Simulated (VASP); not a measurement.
# SiC (F-43m) in VASP: a series of runs, part 2 of 3

VASP 6.6.1. The steps go on from the part before.

## 3. Band structure, LDA

The input, POSCAR:

```
SiC                                     
1.0
    0.0000000000      2.1892584782      2.1892584782
    2.1892584782      0.0000000000      2.1892584782
    2.1892584782      2.1892584782      0.0000000000
  Si              C             
     1     1
Direct
     0.7500000000000000    0.7500000000000000    0.7500000000000000
     0.0000000000000000    0.0000000000000000    0.0000000000000000
```

The input, INCAR.step1:

```
PREC = Accurate
ENCUT = 450
EDIFF = 1E-6
ISMEAR = 0
SIGMA = 0.02
LREAL = F
LASPH = T
NELM = 120
ALGO = Normal
ISIF = 2
LWAVE = F
LCHARG = T
NBANDS = 11
KPAR = 2
```

The input, KPOINTS.step1:

```
Automatic mesh
0
Gamma
  14 14 14
```

The input, INCAR.step2:

```
PREC = Accurate
ENCUT = 450
EDIFF = 1E-6
ISMEAR = 0
SIGMA = 0.05
LREAL = F
LASPH = T
NELM = 120
ALGO = Normal
ISIF = 2
LWAVE = F
LCHARG = F
NBANDS = 11
KPAR = 2
ICHARG = 11
```

The input, KPOINTS.step2:

```
path GXWKGLUWLK,UX
10
line-mode
reciprocal
 0.0000000000  0.0000000000  0.0000000000  G
 0.5000000000  0.0000000000  0.5000000000  X

 0.5000000000  0.0000000000  0.5000000000  X
 0.5000000000  0.2500000000  0.7500000000  W

 0.5000000000  0.2500000000  0.7500000000  W
 0.3750000000  0.3750000000  0.7500000000  K

 0.3750000000  0.3750000000  0.7500000000  K
 0.0000000000  0.0000000000  0.0000000000  G

 0.0000000000  0.0000000000  0.0000000000  G
 0.5000000000  0.5000000000  0.5000000000  L

 0.5000000000  0.5000000000  0.5000000000  L
 0.6250000000  0.2500000000  0.6250000000  U

 0.6250000000  0.2500000000  0.6250000000  U
 0.5000000000  0.2500000000  0.7500000000  W

 0.5000000000  0.2500000000  0.7500000000  W
 0.5000000000  0.5000000000  0.5000000000  L

 0.5000000000  0.5000000000  0.5000000000  L
 0.3750000000  0.3750000000  0.7500000000  K

 0.6250000000  0.2500000000  0.6250000000  U
 0.5000000000  0.0000000000  0.5000000000  X
```

Potentials or basis: VASP PAW LDA potentials, release 64 (Si, C).

Run with:

```console
> cat potpaw_LDA.64/Si/POTCAR potpaw_LDA.64/C/POTCAR > POTCAR
> cp INCAR.step1 INCAR
> cp KPOINTS.step1 KPOINTS
> mpirun -np 2 vasp_std > vasp.out
> cp INCAR.step2 INCAR
> cp KPOINTS.step2 KPOINTS
> mpirun -np 2 vasp_std > vasp.out
```

OUTCAR:

```text
PREC = Accurate
   ENCUT = 450
   EDIFF = 1E-6
   ISMEAR = 0
   LREAL = F
   LASPH = T
   NELM = 120
   ISIF = 2
   ICHARG = 11

 ion  position               nearest neighbor table
   1  0.750  0.750  0.750-   2 1.90   2 1.90   2 1.90   2 1.90
   2  0.000  0.000  0.000-   1 1.90   1 1.90   1 1.90   1 1.90

  LATTYP: Found a face centered cubic cell.
 ALAT       =     4.3785169564

  Lattice vectors:

 A1 = (   0.0000000000,   2.1892584782,   2.1892584782)
 A2 = (   2.1892584782,   0.0000000000,   2.1892584782)
 A3 = (   2.1892584782,   2.1892584782,   0.0000000000)

Analysis of symmetry for initial positions (statically):
=====================================================================
 Subroutine PRICEL returns:
 Original cell was already a primitive cell.

 Routine SETGRP: Setting up the symmetry group for a
 face centered cubic supercell.

 Subroutine GETGRP returns: Found 24 space group operations
 (whereof 24 operations were pure point group operations)
 out of a pool of 48 trial point group operations.

[... 158 lines left out ...]

 val. band max:        7.9024644000   @ k =   0.0000   0.0000   0.0000
 cond. band min:       9.2186632632   @ k =   0.5000   0.0000   0.5000
 fundamental gap:      1.3161988632
 Fermi energy:         8.2463798783

 k-point     1 :       0.0000    0.0000    0.0000
  band No.  band energies     occupation
      1      -7.3039      2.00000
      2       7.9025      2.00000
      3       7.9025      2.00000
      4       7.9025      2.00000
      5      14.0273      0.00000
      6      14.9989      0.00000
      7      14.9989      0.00000
      8      14.9989      0.00000
      9      22.2819      0.00000
     10      22.2819      0.00000
     11      23.8551      0.00000
[... 309 lines left out ...]
 k-point    24 :       0.4583    0.2917    0.7500
  band No.  band energies     occupation
      1      -2.1117      2.00000
      2       0.8245      2.00000
      3       2.6970      2.00000
      4       3.8594      2.00000
      5      12.5410      0.00000
      6      16.0703      0.00000
      7      17.6866      0.00000
      8      18.6267      0.00000
      9      21.5368      0.00000
     10      24.7901      0.00000
     11      28.7335      0.00000

 [... further k-points ...]
[... 5 lines left out ...]
  --------------------------------------------------------------------------------------
  -------------------------------------------------------------------------------------
  Total       -1.4530261     -1.4530261     -1.4530261     -0.0000000     -0.0000000     -0.0000000
  in kB     -110.9335429   -110.9335429   -110.9335429     -0.0000000     -0.0000000     -0.0000000
  external PRESSURE =    -110.9335429 kB  Pullay stress =       0.0000000 kB

 VOLUME and BASIS-vectors are now :
 -----------------------------------------------------------------------------
  energy-cutoff  :      450.00
  volume of cell :       20.99
      direct lattice vectors                 reciprocal lattice vectors
     0.000000000  2.189258478  2.189258478    -0.228387833  0.228387833  0.228387833
     2.189258478  0.000000000  2.189258478     0.228387833 -0.228387833  0.228387833
     2.189258478  2.189258478  0.000000000     0.228387833  0.228387833 -0.228387833

 POSITION                                       TOTAL-FORCE (eV/Angst)
 -----------------------------------------------------------------------------------
      3.28389      3.28389      3.28389        -0.000000      0.000000      0.000000
      0.00000      0.00000      0.00000         0.000000     -0.000000     -0.000000
 -----------------------------------------------------------------------------------
    total drift:                                0.000000      0.000000      0.000000

  FREE ENERGIE OF THE ION-ELECTRON SYSTEM (eV)
  ---------------------------------------------------
  free  energy   TOTEN  =       -17.0652272318 eV

  energy  without entropy=      -17.0652272318  energy(sigma->0) =      -17.06522723
```

OUTCAR.step1:

```text
PREC = Accurate
   ENCUT = 450
   EDIFF = 1E-6
   ISMEAR = 0
   LREAL = F
   LASPH = T
[... 557 lines left out ...]
 -----------------------------------------------------------------------------------
      3.28389      3.28389      3.28389        -0.000000     -0.000000     -0.000000
      0.00000      0.00000      0.00000         0.000000      0.000000      0.000000
 -----------------------------------------------------------------------------------
    total drift:                                0.000000      0.000000      0.000000

  FREE ENERGIE OF THE ION-ELECTRON SYSTEM (eV)
  ---------------------------------------------------
  free  energy   TOTEN  =       -16.6303588088 eV

  energy  without entropy=      -16.6303588088  energy(sigma->0) =      -16.63035881
```

OSZICAR.step1:

```text
N       E                     dE             d eps       ncg     rms          rms(c)
DAV:   1     0.171101406441E+00    0.17110E+00   -0.35380E+03  2312   0.576E+02
DAV:   2    -0.180499559301E+02   -0.18221E+02   -0.17353E+02  3044   0.965E+01
DAV:   3    -0.186168903557E+02   -0.56693E+00   -0.56593E+00  2827   0.142E+01
DAV:   4    -0.186193217749E+02   -0.24314E-02   -0.24313E-02  2610   0.120E+00
DAV:   5    -0.186193332335E+02   -0.11459E-04   -0.11459E-04  2799   0.764E-02    0.891E+00
DAV:   6    -0.167155800089E+02    0.19038E+01   -0.71511E+00  2561   0.117E+01    0.392E+00
DAV:   7    -0.166512492499E+02    0.64331E-01   -0.36398E-01  2738   0.350E+00    0.178E+00
DAV:   8    -0.166307799113E+02    0.20469E-01   -0.25923E-02  2675   0.964E-01    0.179E-01
DAV:   9    -0.166303431028E+02    0.43681E-03   -0.20631E-03  2822   0.241E-01    0.972E-02
DAV:  10    -0.166303587059E+02   -0.15603E-04   -0.13373E-04  2588   0.707E-02    0.319E-02
DAV:  11    -0.166303588088E+02   -0.10286E-06   -0.53267E-06  2771   0.133E-02
   1 F= -.16630359E+02 E0= -.16630359E+02  d E =-.231755E-19
```

Wall time 14 s (2 MPI ranks of Intel Xeon Platinum 8488C (Sapphire Rapids), shared host); peak memory 0.12 GiB.

What came out:

```
Band gap on the k mesh  : 1.32 eV, indirect (least direct gap 4.48 eV)
Band gap along the path : 1.32 eV, indirect (least direct gap 4.48 eV)
```

Levels at the corners of the path, in eV from the valence-band top:
```csv
point,band 1,band 2,band 3,band 4,band 5,band 6,band 7,band 8
Γ,-15.21,0.00,0.00,0.00,6.12,7.10,7.10,7.10
X,-10.17,-7.77,-3.17,-3.17,1.32,4.14,13.67,13.67
X,-10.17,-7.77,-3.17,-3.17,1.32,4.14,13.67,13.67
W,-9.93,-7.01,-4.96,-4.66,5.11,9.19,9.25,9.55
W,-9.93,-7.01,-4.96,-4.66,5.11,9.19,9.25,9.55
K,-10.17,-7.25,-5.51,-2.58,3.02,7.57,11.58,12.15
K,-10.17,-7.25,-5.51,-2.58,3.02,7.57,11.58,12.15
Γ,-15.21,0.00,0.00,0.00,6.12,7.10,7.10,7.10
Γ,-15.21,0.00,0.00,0.00,6.12,7.10,7.10,7.10
L,-11.64,-8.48,-1.05,-1.05,5.26,7.07,7.07,9.84
L,-11.64,-8.48,-1.05,-1.05,5.26,7.07,7.07,9.84
U,-10.17,-7.25,-5.51,-2.58,3.02,7.57,11.58,12.15
U,-10.17,-7.25,-5.51,-2.58,3.02,7.57,11.58,12.15
W,-9.93,-7.01,-4.96,-4.66,5.11,9.19,9.25,9.55
W,-9.93,-7.01,-4.96,-4.66,5.11,9.19,9.25,9.55
L,-11.64,-8.48,-1.05,-1.05,5.26,7.07,7.07,9.84
L,-11.64,-8.48,-1.05,-1.05,5.26,7.07,7.07,9.84
K,-10.17,-7.25,-5.51,-2.58,3.02,7.57,11.58,12.15
U,-10.17,-7.25,-5.51,-2.58,3.02,7.57,11.58,12.15
X,-10.17,-7.77,-3.17,-3.17,1.32,4.14,13.67,13.67
```

Caveat: the cutoff is under 1.25 times the usual one of these potentials, so pressure, stress and relaxed cells hold a basis-set (Pulay) error; the log is that of the step along the path at fixed density, whose energy, stress, charges and moments have no meaning.

(Continued in part 3 of 3.)
